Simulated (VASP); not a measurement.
A run of VASP 6.6.1:

File INCAR:

```
SYSTEM = Mg2Br3
PREC     = Accurate       ! precision mode
ENCUT    = 520            ! plane-wave cutoff, eV
EDIFF    = 1E-6           ! SCF threshold, eV
ISMEAR   = 0              ! smearing method
SIGMA    = 0.2            ! smearing width, eV
LREAL    = .FALSE.        ! projectors in reciprocal space
LASPH    = .TRUE.         ! aspherical terms in the spheres
NELM     = 60             ! most SCF steps
ALGO     = Fast           ! electronic algorithm
ISIF     = 2              ! what is computed and relaxed
LWAVE    = .FALSE.        ! write WAVECAR
LCHARG   = .TRUE.         ! write CHGCAR
GGA      = PE             ! functional
LELF     = .TRUE.         ! ELF
LVHAR    = .TRUE.       
NBANDS   = 36             ! bands
```

File KPOINTS:

```
regular mesh
0
G
  4 4 2
  0 0 0
```

The input POSCAR:

```
Mg2Br3
1.0
    5.2588908727      0.0000000000      0.0000000000
    0.0000000000      5.2588908727      0.0000000000
    0.0000000000      0.0000000000     10.5177817455
Mg Br
4 6
Direct
    1.0000000000      0.0000000000      0.5000000000
    1.0000000000      0.0000000000      0.0000000000
    0.5000000000      0.5000000000      0.2500000000
    0.5000000000      0.5000000000      0.7500000000
    0.0000000000      0.5000000000      0.2500000000
    0.0000000000      0.5000000000      0.7500000000
    0.5000000000      0.0000000000      0.2500000000
    0.5000000000      0.0000000000      0.7500000000
    0.5000000000      0.5000000000      0.0000000000
    0.5000000000      0.5000000000      0.5000000000
```

Potentials or basis: VASP PAW PBE potentials, release 64 (Mg, Br).

Command:

```bash
$ cat potpaw_PBE.64/Mg/POTCAR potpaw_PBE.64/Br/POTCAR > POTCAR
$ mpirun -np 1 vasp_std > vasp.out
```

Hardware: 1 thread of Intel(R) Xeon(R) Platinum 8259CL CPU @ 2.50GHz (Skylake/Cascade Lake) (shared host).

Question: How long does it take, and how much memory?

Answer: It took 2.2 min on 1 thread of Intel(R) Xeon(R) Platinum 8259CL CPU @ 2.50GHz (Skylake/Cascade Lake), on a shared host, peak memory 0.4 GiB. Counts: scf iterations 15, k points 12.
